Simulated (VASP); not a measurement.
Output of a VASP run:

File OSZICAR:
```
       N       E                     dE             d eps       ncg     rms          rms(c)
DAV:   1     0.129657417104E+02    0.12966E+02   -0.57083E+03  2696   0.112E+03
DAV:   2    -0.190674743930E+02   -0.32033E+02   -0.31052E+02  3568   0.206E+02
DAV:   3    -0.193423988704E+02   -0.27492E+00   -0.27492E+00  3048   0.216E+01
DAV:   4    -0.193427050940E+02   -0.30622E-03   -0.30622E-03  3720   0.640E-01
DAV:   5    -0.193427052130E+02   -0.11904E-06   -0.11904E-06  2944   0.829E-03    0.681E+00
DAV:   6    -0.184424291882E+02    0.90028E+00   -0.31258E+00  3528   0.138E+01    0.342E+00
DAV:   7    -0.183420098015E+02    0.10042E+00   -0.12124E-01  3448   0.325E+00    0.191E+00
DAV:   8    -0.183201647268E+02    0.21845E-01   -0.43784E-02  3080   0.177E+00    0.203E-01
DAV:   9    -0.183201866703E+02   -0.21943E-04   -0.38601E-04  2728   0.240E-01    0.787E-02
DAV:  10    -0.183202004543E+02   -0.13784E-04   -0.70189E-05  3832   0.911E-02    0.136E-02
DAV:  11    -0.183202018202E+02   -0.13659E-05   -0.22749E-06  2904   0.149E-02    0.479E-03
DAV:  12    -0.183202018531E+02   -0.32897E-07   -0.55775E-07  2872   0.651E-03
   1 F= -.18320202E+02 E0= -.18320202E+02  d E =-.215788E-13
```

### OUTCAR
```
------------------------ aborting loop because EDIFF is reached ----------------------------------------
  FORCE on cell =-STRESS in cart. coord.  units (eV):
  Direction    XX          YY          ZZ          XY          YZ          ZX
  --------------------------------------------------------------------------------------
  Total        0.5464219      1.4719750      1.4719750      0.0000000      0.0000000     -0.0000000
  in kB       77.6611166    209.2068634    209.2068634      0.0000000      0.0000000     -0.0000000
  external PRESSURE =     165.3582811 kB  Pullay stress =       0.0000000 kB
  volume of cell :       11.27
      direct lattice vectors                 reciprocal lattice vectors
     0.000000000  1.767707436  1.767707436    -0.277195191  0.282852235  0.282852235
     1.803783098  0.000000000  1.767707436     0.277195191 -0.282852235  0.282852235
     1.803783098  1.767707436  0.000000000     0.277195191  0.282852235 -0.282852235
  FREE ENERGIE OF THE ION-ELECTRON SYSTEM (eV)
  ---------------------------------------------------
  free  energy   TOTEN  =       -18.3202018531 eV

  energy  without entropy=      -18.3202018531  energy(sigma->0) =      -18.32020185
```
(Selected blocks of OUTCAR.)

File POSCAR:
```
BN
1
    0.0000000000     1.7677074362     1.7677074362
    1.8037830982     0.0000000000     1.7677074362
    1.8037830982     1.7677074362     0.0000000000
B N
1 1
Direct
  0.0000000000   0.0000000000   0.0000000000
  0.2500000000   0.2500000000   0.2500000000
```

Problem. Reconstruct the remaining input files.

Solution. One answer among several that fit: the input of the run itself, PBEsol GGA, plane waves, VASP's PBE PAW potentials (set 64).

### INCAR
```
! general
SYSTEM = BN
PREC   = Accurate
ENCUT  = 600
LREAL  = F   ! projection in real space or not
LASPH  = T   ! aspherical one-centre terms

! electronic loop
EDIFF  = 1E-7
NELM   = 100
ALGO   = Normal   ! blocked Davidson

! smearing
ISMEAR = 0
SIGMA  = 0.05   ! width (eV)

! functional
GGA    = PS   ! PBEsol

! ions
ISIF   = 2   ! forces and stress, cell fixed

! output
LWAVE  = F
LCHARG = F
```

KPOINTS:
```
Automatic mesh
0
Gamma
12 12 12
0 0 0
```

POTCAR, in this order: B N (PBE.64 set). Program: vasp_std.

The compound is BN in the zinc blende structure. This cell was strained or had an atom moved on purpose.
